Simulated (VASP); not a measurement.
Level of theory: PBEsol GGA, VASP's PBE PAW potentials (set 64) (plane waves; VASP).

Input for VASP

File POSCAR:
```
CsBr
1
    4.2481745600     0.0000000000     0.0000000000
    0.0000000000     4.0782475776     0.0000000000
    0.0000000000     0.0000000000     4.2481745600
Cs Br
1 1
Direct
  0.0000000000   0.0000000000   0.0000000000
  0.5000000000   0.5000000000   0.5000000000
```

**INCAR**
```
SYSTEM = CsBr
PREC = Accurate
ENCUT = 480
EDIFF = 1E-7
NELM = 100
ALGO = Normal
LREAL = .FALSE.
LASPH = .TRUE.
ISMEAR = 0
SIGMA = 0.05
GGA = PS
LMAXMIX = 4
LWAVE = .FALSE.
LCHARG = .FALSE.
ISIF = 2
IBRION = 2
NSW = 30
EDIFFG = -0.01
```

**KPOINTS**
```
kpoints
0
G
6 6 6
0 0 0
```

POTCAR, in this order: Cs_sv Br (PBE.64 set). Program: vasp_std.

Question: What will the output report for the number of irreducible k-points (NKPTS), number of bands (NBANDS), largest plane-wave count, number of space-group operations, FFT grid (NGX, NGY, NGZ)?

Answer: 
```json
{
 "number of irreducible k-points (NKPTS)": "40",
 "number of bands (NBANDS)": "12",
 "largest_plane_wave_count": "1784",
 "number_of_space_group_operations": "16",
 "FFT grid (NGX, NGY, NGZ)": "30 × 30 × 30"
}
```

The compound is CsBr in the CsCl type structure. This cell was strained or had an atom moved on purpose.
